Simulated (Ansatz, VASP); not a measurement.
# Cross-check of BP between VASP and Ansatz

One calculation is typed for both programs; each brings its own data sets. How far apart do they land? The cell is taken from a series of runs on this material, whose earlier steps may have relaxed, scaled, displaced or heated it; both programs get it as it stands.

Calculated with Ansatz 0.2.0; plane waves, with VASP 6.6.1 beside it; LDA.

## Step 1: Set-up

It takes space group F-43m (No. 216, cubic). Conventional cell: a = 4.445 Å, b = 4.445 Å, c = 4.445 Å, α = 90.00°, β = 90.00°, γ = 90.00°. Nearest to B lie 4 P at 1.92 Å. Nearest to P lie 4 B at 1.92 Å. Farther neighbours are not listed.

Coordinates:

```cif
data_structure
_symmetry_space_group_name_H-M 'F-43m'
_symmetry_Int_Tables_number 216
_cell_length_a 4.4451
_cell_length_b 4.4451
_cell_length_c 4.4451
_cell_angle_alpha 90.000
_cell_angle_beta 90.000
_cell_angle_gamma 90.000
_cell_volume 87.83
loop_
_atom_site_label
_atom_site_type_symbol
_atom_site_symmetry_multiplicity
_atom_site_Wyckoff_symbol
_atom_site_fract_x
_atom_site_fract_y
_atom_site_fract_z
_atom_site_occupancy
B1 B 4 a 0.00000 0.00000 0.00000 1
P1 P 4 d 0.25000 0.25000 0.75000 1
```

## Step 2: VASP: single point, LDA, pair 1

With cell and atoms fixed, the geometry can't cause a difference; cores, projectors, grids and the points listed under the comparison can.

Lines of VASP's logs that name or quote its potential files are left out, and so is its time.

Contents of INCAR:

```
SYSTEM = BP
PREC = Accurate
ENCUT = 500
EDIFF = 1E-06
NELM = 120
ISMEAR = 0
SIGMA = 0.01
LREAL = .FALSE.
ALGO = Normal
GGA = PW92
NBANDS = 10
LORBIT = 11
LWAVE = .FALSE.
LCHARG = .FALSE.
ISIF = 2
LASPH = .TRUE.
GGA_COMPAT = .FALSE.
EFERMI = MIDGAP
```

Contents of POSCAR:

```
BP
1.0
    0.0000000000      2.2225382279      2.2225382279
    2.2225382279      0.0000000000      2.2225382279
    2.2225382279      2.2225382279      0.0000000000
B P
1 1
Direct
    0.0000000000      0.0000000000      0.0000000000
    0.2500000000      0.2500000000      0.2500000000
```

Contents of KPOINTS:

```
Automatic mesh
0
Gamma
12 12 12
0 0 0
```

PAW data sets: B and P (LDA family, release 64).

Started as:

```
> mpirun -np 1 vasp_std
```

Numbers of over 12 decimals in the logs are rounded to 6 here.

The log of the run:

```text
[banner, memory and clock lines left out]
running    1 mpi-ranks, on    1 nodes
 distrk:  each k-point on    1 cores,    1 groups
 distr:  one band on    1 cores,    1 groups

 POSCAR found type information on POSCAR B P
 POSCAR found :  2 types and       2 ions
|                                                                             |
|               ----> ADVICE to this user running VASP <----                  |
|                                                                             |
|     You enforced a specific xc type in the INCAR file but a different       |
|     [... a line on the potential file left out ...]
|     I HOPE YOU KNOW WHAT YOU ARE DOING!                                     |
|                                                                             |

 LDA part: xc-table for (Slater(with rela. corr.)+PW92), standard interpolation
 POSCAR, INCAR and KPOINTS ok, starting setup
 FFT: planning ... GRIDC
 FFT: planning ... GRID_SOFT
 FFT: planning ... GRID
 WAVECAR not read
 entering main loop
       N       E                     dE             d eps       ncg     rms          rms(c)
DAV:   1     0.856844732707E+01    0.85684E+01   -0.39693E+03  1448   0.696E+02
DAV:   2    -0.148013570682E+02   -0.23370E+02   -0.22507E+02  2038   0.115E+02
DAV:   3    -0.153680738283E+02   -0.56672E+00   -0.56564E+00  1742   0.166E+01
DAV:   4    -0.153702007843E+02   -0.21270E-02   -0.21267E-02  1774   0.119E+00
DAV:   5    -0.153702103158E+02   -0.95315E-05   -0.95314E-05  1688   0.754E-02    0.802E+00
DAV:   6    -0.145406794832E+02    0.82953E+00   -0.18778E+00  1598   0.655E+00    0.424E+00
DAV:   7    -0.144064219680E+02    0.13426E+00   -0.33241E-01  1838   0.309E+00    0.134E+00
DAV:   8    -0.143931315362E+02    0.13290E-01   -0.36492E-02  1724   0.108E+00    0.259E-01
DAV:   9    -0.143931648059E+02   -0.33270E-04   -0.73706E-04  1626   0.208E-01    0.173E-01
DAV:  10    -0.143931601329E+02    0.46730E-05   -0.13936E-04  1612   0.712E-02    0.357E-02
DAV:  11    -0.143931618712E+02   -0.17383E-05   -0.65246E-06  1754   0.139E-02    0.392E-02
DAV:  12    -0.143931615882E+02    0.28310E-06   -0.17219E-06   856   0.622E-03
   1 F= -.14393162E+02 E0= -.14393162E+02  d E =0.000000E+00
```

OUTCAR, selected parts (step 2):

```text
ion  position               nearest neighbor table
   1  0.000  0.000  0.000-   2 1.92   2 1.92   2 1.92   2 1.92
   2  0.250  0.250  0.250-   1 1.92   1 1.92   1 1.92   1 1.92

  LATTYP: Found a face centered cubic cell.
 ALAT       =     4.4450764558

 Subroutine GETGRP returns: Found 24 space group operations
 (whereof 24 operations were pure point group operations)

The static configuration has the point symmetry T_d .

 Found     72 irreducible k-points:

   k-points           NKPTS =     72   k-points in BZ     NKDIM =     72   number of bands    NBANDS=     10

   dimension x,y,z NGX =    24 NGY =   24 NGZ =   24
   dimension x,y,z NGXF=    48 NGYF=   48 NGZF=   48

   ENCUT  =  500.0 eV  36.75 Ry    6.06 a.u.   5.73  5.73  5.73*2*pi/ulx,y,z

   NELECT =       8.0000    total number of electrons

 k-points in reciprocal lattice and weights: Automatic mesh
   0.00000000  0.00000000  0.00000000       0.001
   0.08333333  0.00000000  0.00000000       0.005
   0.16666667  0.00000000  0.00000000       0.005
   0.25000000  0.00000000  0.00000000       0.005
   0.33333333  0.00000000  0.00000000       0.005
   0.41666667  0.00000000  0.00000000       0.005
   0.50000000  0.00000000  0.00000000       0.002
   0.08333333  0.08333333  0.00000000       0.003
   0.16666667  0.08333333  0.00000000       0.014
[...]
-0.33333333  0.50000000  0.16666667       0.007
  -0.25000000  0.50000000  0.25000000       0.003

 average (electrostatic) potential at core
       1 -29.1069       2 -81.5467

 E-fermi :   8.7171

 k-point     1 :       0.0000    0.0000    0.0000
  band No.  band energies     occupation
      1      -7.7824      2.00000
      2       8.1624      2.00000
      3       8.1624      2.00000
      4       8.1624      2.00000
      5      11.6470      0.00000
      6      11.6470      0.00000
      7      11.6470      0.00000
      8      16.4962      0.00000
      9      19.8755      0.00000
    ...

 k-point     2 :       0.0833    0.0000    0.0000
  band No.  band energies     occupation
      1      -7.6509      2.00000
      2       7.1779      2.00000
      3       7.9383      2.00000
      4       7.9383      2.00000
      5      11.9574      0.00000
      6      11.9574      0.00000
      7      12.0343      0.00000
      8      16.8073      0.00000
      9      19.9499      0.00000
    ...

 k-point     3 :       0.1667    0.0000    0.0000
  band No.  band energies     occupation
      1      -7.2593      2.00000
      2       5.2418      2.00000
      3       7.4681      2.00000
      4       7.4681      2.00000
      5      12.3917      0.00000
      6      12.5883      0.00000
      7      12.5883      0.00000
      8      17.5405      0.00000
      9      19.2324      0.00000
    ...

  Total        0.7312146      0.7312146      0.7312146     -0.0000000     -0.0000000      0.0000000
  in kB       53.3553216     53.3553216     53.3553216     -0.0000000     -0.0000000      0.0000000
  external PRESSURE =      53.3553216 kB  Pullay stress =       0.0000000 kB

  energy-cutoff  :      500.00
  volume of cell :       21.96
      direct lattice vectors                 reciprocal lattice vectors
     0.000000000  2.222538228  2.222538228    -0.224968009  0.224968009  0.224968009
     2.222538228  0.000000000  2.222538228     0.224968009 -0.224968009  0.224968009
     2.222538228  2.222538228  0.000000000     0.224968009  0.224968009 -0.224968009

 POSITION                                       TOTAL-FORCE (eV/Angst)
 -----------------------------------------------------------------------------------
      0.00000      0.00000      0.00000        -0.000000     -0.000000     -0.000000
      1.11127      1.11127      1.11127         0.000000      0.000000      0.000000
 -----------------------------------------------------------------------------------
    total drift:                               -0.000000     -0.000000      0.000000

  FREE ENERGIE OF THE ION-ELECTRON SYSTEM (eV)
  ---------------------------------------------------
  free  energy   TOTEN  =       -14.3931615882 eV

  energy  without entropy=      -14.3931615882  energy(sigma->0) =      -14.39316159

 total charge
# of ion       s       p       d       tot
------------------------------------------
    1        0.675   1.359   0.000   2.035
    2        0.995   1.622   0.000   2.618
--------------------------------------------------
tot          1.671   2.982   0.000   4.653

[... 3 further parts left out ...]
```

The run ends at a pressure of 5.34 GPa.

## Step 3: Ansatz: single point, LDA, pair 1

Ansatz runs on its default PAW (the set named soft_2) files.

The same cell, functional (in two slightly different forms) and mesh now go to Ansatz, which takes its cutoff from its data sets.

Contents of input.yaml:

```yaml
crystal:
  lattice:
    - [0.0, 2.2225382279, 2.2225382279]
    - [2.2225382279, 0.0, 2.2225382279]
    - [2.2225382279, 2.2225382279, 0.0]
  atoms:
    - { symbol: B, position: [0.0, 0.0, 0.0] }
    - { symbol: P, position: [0.25, 0.25, 0.25] }
kpoints:
  mp_grid: { grid: [12, 12, 12] }
hamiltonian:
  xc: lda
scf:
  occupations: { method: fixed }
output:
  forces: true
  stress: true
  eigenvalues: true
  write_density: true
  write_potential: true
  elf: true
  volumetric_format: npy
```

Started as:

```
> ansatz run input.yaml --threads 4 --pin off --max-ram 16384MiB --backend cpu --events-out ev --progress --plain --runs-dir out
```

The log of the run:

```text
Engine: ansatz 0.2.0, aarch64-unknown-linux-gnu
Pseudopotentials: kind: paw
Pseudopotential: B, paw, valence charge 3, recommended cutoff 420 eV (normal), B.paw.azcp
Pseudopotential: P, paw, valence charge 5, recommended cutoff 420 eV (normal), P.paw.azcp
Functional definition: SPW92
  exchange = slater_x
  correlation = pw_c
Crystal: 2 atoms, lattice volume = 21.957 Å³
Basis set: ecut = 420 eV, 411 PW (Γ)
Bands: 8, of which v1, the nominal top of the filled ones, is band 4 counted from 1 (3 counted from 0)
Symmetry: 24 space group operations
Space group: F-43m (ITA 216), of the structure as read, at distance tolerance 2.8e-5 Å
k-points: 72 of 1728 (time reversal used)
Non-local potential: B, projectors of the file, l = 0: 2, l = 1: 2, l = 2: 1
Non-local potential: P, projectors of the file, l = 0: 2, l = 1: 2, l = 2: 2
PAW form: soft (Blöchl's): semilocal exchange-correlation on the pseudo side does not see the compensation charge
PAW frozen core: B, regenerated for the run's functional, and the local potential with it (the file was generated under x = pbe(κ = 0.804, μ = 0.219515), c = pbe(β = 0.066725))
PAW frozen core: P, regenerated for the run's functional, and the local potential with it (the file was generated under x = pbe(κ = 0.804, μ = 0.219515), c = pbe(β = 0.066725))
PAW one-centre angular grid: B, 110 points (default); XC on 64 Gauss nodes
PAW one-centre angular grid: P, 110 points (default); XC on 64 Gauss nodes
Initial density: superposition of atomic densities (neutral atoms: chi_scale 0, normalization atom), corrected by the library's trained network
Initial wavefunctions: pseudopotential atomic-orbital guess
Functional: x = slater, c = lda
SCF iter   1: F=—  HF=-876.627229 eV  |F-HF|=—  |Δ(HF+E_count)|=         —  Δρ=5.43e-3  dr2=4.70e-3  ethr=1.77e-3  ⟨swp⟩=4.8  Hψ=4198  notcnv=0  defer=131
preconditioner: auto → none  [insulator: Δε(μ)=1.094 eV  Ē_g=13.165 eV  n_scr=0 (ndim 8)  ℏωp=22.4 eV  f_vac=0.000  ε∞_Penn≈3.9]
SCF iter   2: F=—  HF=-876.626394 eV  |F-HF|=—  |Δ(HF+E_count)|=   8.35e-4  Δρ=2.42e-3  dr2=7.33e-4  ethr=5.87e-5  ⟨swp⟩=2.4  Hψ=1410  notcnv=0  defer=137
SCF iter   3: F=—  HF=-876.626241 eV  |F-HF|=—  |Δ(HF+E_count)|=   1.53e-4  Δρ=1.04e-3  dr2=1.12e-4  ethr=9.16e-6  ⟨swp⟩=3.0  Hψ=962  notcnv=0  defer=136
SCF iter   4: F=—  HF=-876.626224 eV  |F-HF|=—  |Δ(HF+E_count)|=   1.62e-5  Δρ=1.05e-4  dr2=2.85e-6  ethr=1.40e-6  ⟨swp⟩=1.0  Hψ=576  notcnv=0  defer=123
SCF iter   5: F=—  HF=-876.626223 eV  |F-HF|=—  |Δ(HF+E_count)|=   1.39e-6  Δρ=1.87e-5  dr2=5.63e-8  ethr=3.56e-8  ⟨swp⟩=2.2  Hψ=823  notcnv=0  defer=112
SCF iter   6: F=-876.626223 eV  HF=-876.626223 eV  |F-HF|=1.11e-8  |Δ(HF+E_count)|=   7.48e-9  Δρ=7.25e-6  dr2=1.44e-8  ethr=7.03e-10  ⟨swp⟩=10.7  Hψ=4660  notcnv=0
SCF 1 converged in 6 iterations: F = -876.626223 eV  dr2 = 1.44e-8
  greatest PAW one-centre occupation: 0.773 electrons in one spin orbital (limit 2), on the P atom at site 1 (counted from 0), in its partial waves of l = 0
SCF converged after 6 iterations
Free energy (F): -876.626223 eV
Harris-Foulkes:  -876.626223 eV  (|F-HF|=1.11e-8)
Internal energy: -876.626223 eV  (E = F + TS)
E sigma→0 (E₀):  -876.626223 eV
Fermi energy:    9.916679 eV
--- Per-component energies (eV) ---
  E_band       = 25.703756
  E_kinetic    = 125.232381
  E_local      = -65.774800  (includes V_loc(G=0)·N_el)
  E_nonlocal   = 47.358568
  E_hartree    = 16.220800
  E_xc         = -95.494831
  E_vxc        = -101.941641  (∫ρ·V_xc dr)
  E_paw        = -612.871859  (= ΣΔE_a)
  E_vpaw       = -11.612273  (= ΣTr[D̂ρ^β])
  E_aug_tail   = -0.000000  (compensation charges beyond the density's cutoff)
  E_ewald      = -291.459668
  E_core_change = 0.163186  (= ΣΔE_core)
  E_smearing   = -0.000000  (= −TS)
  E_closure    = 0.000000  (closes the sum)
  Σ components = -876.626223   (vs F -876.626223, Δ=0.00e0)
--- Forces (eV/Å), atoms counted from 1 ---
  atom   1  B      0.00000000    -0.00000000    -0.00000000
  atom   2  P     -0.00000000    -0.00000000     0.00000000
  max |Σ_I F_I| component: 3.89e-16 eV/Å
--- Stress (GPa, compression-positive) ---
        5.665394      -0.000000      -0.000000
       -0.000000       5.665394       0.000000
       -0.000000       0.000000       5.665394
  P = ⅓ Tr σ = 5.6654 GPa (56.654 kbar)
--- Band table (eV; the first three rows and the last of 72) ---
  k-point 0: bands = ["-6.0362", "9.9167", "9.9167", "9.9167", "13.3962", "13.3962", "13.3962", "18.2301"]
  k-point 1: bands = ["-5.9048", "8.9321", "9.6926", "9.6926", "13.7054", "13.7054", "13.7800", "18.5442"]
  k-point 2: bands = ["-5.5134", "6.9955", "9.2226", "9.2226", "14.1317", "14.3337", "14.3337", "19.2828"]
  k-point 71: bands = ["-0.5470", "1.7278", "3.8703", "4.0658", "15.1414", "16.7183", "17.4553", "17.7205"]
```

In the SCF lines HF is the Harris–Foulkes energy and dr2 the Hartree energy of the density residual, in eV; the loop may stop once dr2 is under the threshold and the program's other checks hold. Hψ counts applications of the Hamiltonian.

The run ends at a pressure of 5.67 GPa.

## Step 4: Comparison

Known differences besides the potentials themselves: fixed occupations in Ansatz, narrow Gaussian smearing in VASP; the cutoff is 420 eV in Ansatz and 500 eV in VASP; VASP's log shows a relativistic correction to its local exchange, Ansatz's none. Total energies have different zeros and are not compared.

The two programs side by side:

```
              quantity  Ansatz   VASP  difference
        pressure (GPa)    5.67   5.34       +0.33
gap on the k mesh (eV)   1.105  1.109      -0.004
```

A gap on the mesh is an upper bound, since the band edges may lie between its points.

## Step 5: VASP: single point, LDA, pair 2

A single point takes one fixed geometry, so differences don't come from the geometry; what else differs is listed under the comparison. The cell compared in this pair holds 23.77 Å³, against 21.96 Å³ for the pair before.

INCAR is that of step 2.

Contents of POSCAR:

```
BP
1.0
    0.0000000000      2.2820321638      2.2820321638
    2.2820321638      0.0000000000      2.2820321638
    2.2820321638      2.2820321638      0.0000000000
B P
1 1
Direct
    0.0000000000      0.0000000000      0.0000000000
    0.2500000000      0.2500000000      0.2500000000
```

KPOINTS is that of step 2.

Started as:

```
> mpirun -np 1 vasp_std
```

The log of the run:

```text
[banner, memory and clock lines left out]
running    1 mpi-ranks, on    1 nodes
[...]
[... a notice as in an earlier step ...]

 LDA part: xc-table for (Slater(with rela. corr.)+PW92), standard interpolation
 POSCAR, INCAR and KPOINTS ok, starting setup
[...]
entering main loop
       N       E                     dE             d eps       ncg     rms          rms(c)
DAV:   1     0.709676540994E+01    0.70968E+01   -0.38728E+03  1448   0.688E+02
DAV:   2    -0.146083657844E+02   -0.21705E+02   -0.20813E+02  2004   0.108E+02
DAV:   3    -0.151575942913E+02   -0.54923E+00   -0.54803E+00  1744   0.160E+01
DAV:   4    -0.151598596825E+02   -0.22654E-02   -0.22650E-02  1864   0.119E+00
[...]
DAV:  10    -0.143737511144E+02    0.19760E-05   -0.14527E-04  1636   0.721E-02    0.332E-02
DAV:  11    -0.143737531158E+02   -0.20013E-05   -0.48465E-06  1804   0.127E-02    0.342E-02
DAV:  12    -0.143737527383E+02    0.37750E-06   -0.19458E-06   924   0.624E-03
   1 F= -.14373753E+02 E0= -.14373753E+02  d E =0.000000E+00
```

Parts of OUTCAR (step 5):

```text
  Total       -1.1956301     -1.1956301     -1.1956301      0.0000000      0.0000000     -0.0000000
  in kB      -80.5957535    -80.5957535    -80.5957535      0.0000000      0.0000000     -0.0000000
  external PRESSURE =     -80.5957535 kB  Pullay stress =       0.0000000 kB

 POSITION                                       TOTAL-FORCE (eV/Angst)
 -----------------------------------------------------------------------------------
      0.00000      0.00000      0.00000        -0.000000     -0.000000     -0.000000
      1.14102      1.14102      1.14102         0.000000      0.000000      0.000000
 -----------------------------------------------------------------------------------
    total drift:                                0.000000      0.000000      0.000000

  FREE ENERGIE OF THE ION-ELECTRON SYSTEM (eV)
  ---------------------------------------------------
  free  energy   TOTEN  =       -14.3737527383 eV

  energy  without entropy=      -14.3737527383  energy(sigma->0) =      -14.37375274

[... 1 part as in an earlier step ...]

[... 2 further parts left out ...]
[key lines of the parts left out:]
E-fermi :   7.8078
```

The run ends at a pressure of -8.06 GPa.

## Step 6: Ansatz: single point, LDA, pair 2

The same cell, functional (in two slightly different forms) and mesh now go to Ansatz, which takes its cutoff from its data sets.

The cell is taken from a series of runs on this material, whose earlier steps may have relaxed, scaled, displaced or heated it; both programs get it as it stands.

input.yaml, the sections that differ from step 3:

```yaml
crystal:
  lattice:
    - [0.0, 2.2820321638, 2.2820321638]
    - [2.2820321638, 0.0, 2.2820321638]
    - [2.2820321638, 2.2820321638, 0.0]
  atoms:
    - { symbol: B, position: [0.0, 0.0, 0.0] }
    - { symbol: P, position: [0.25, 0.25, 0.25] }
output:
  forces: true
  stress: true
  eigenvalues: true
# kpoints, hamiltonian, scf: as in step 3
```

Started as:

```
> ansatz run input.yaml --threads 4 --pin off --max-ram 16384MiB --backend cpu --events-out ev --progress --plain --runs-dir out
```

The log of the run:

```text
[...]
Crystal: 2 atoms, lattice volume = 23.768 Å³
Basis set: ecut = 420 eV, 459 PW (Γ)
Bands: 8, of which v1, the nominal top of the filled ones, is band 4 counted from 1 (3 counted from 0)
[... 1 set-up line as in the run before ...]
[...]
k-points: 72 of 1728 (time reversal used)
[...]
Free energy (F): -876.609267 eV
[...]
Internal energy: -876.609267 eV  (E = F + TS)
E sigma→0 (E₀):  -876.609267 eV
Fermi energy:    8.823607 eV
[...]
--- Stress (GPa, compression-positive) ---
       -7.813454      -0.000000      -0.000000
       -0.000000      -7.813454       0.000000
       -0.000000       0.000000      -7.813454
  P = ⅓ Tr σ = -7.8135 GPa (-78.135 kbar)
--- Band table (eV; the first three rows and the last of 72) ---
[...]
[key lines of the parts left out:]
SCF converged after 6 iterations
```

The run ends at a pressure of -7.81 GPa.

## Step 7: Differences

Compared:

```
              quantity  Ansatz   VASP  difference
        pressure (GPa)   -7.81  -8.06       +0.25
gap on the k mesh (eV)   1.205  1.209      -0.004
```

A gap on the mesh is an upper bound, since the band edges may lie between its points.

## Step 8: Outcome

- difference in gap on the k mesh (single point, LDA, pair 1): -0.0041 eV
- difference in gap on the k mesh (single point, LDA, pair 2): -0.0041 eV

In words: The difference in gap on the k mesh is -0.0041 eV (single point, LDA, pair 1), within the 0.08 eV picked in this series as the mark of a large difference. How closely two codes agree says nothing of how well the functional describes the real material.

[Lines on the potential files, build, host, timing and source positions are cut from VASP's logs without a mark.]

[Logs are printed without paths, hosts, clocks, repeated set-up lines and the standing remarks that a program may print on its own settings, such as how far it seeks lower states.]

[Hosts, paths, dates, database ids (printed as entryN), source tags and the programs' standing remarks are cut or masked in the printed files.]
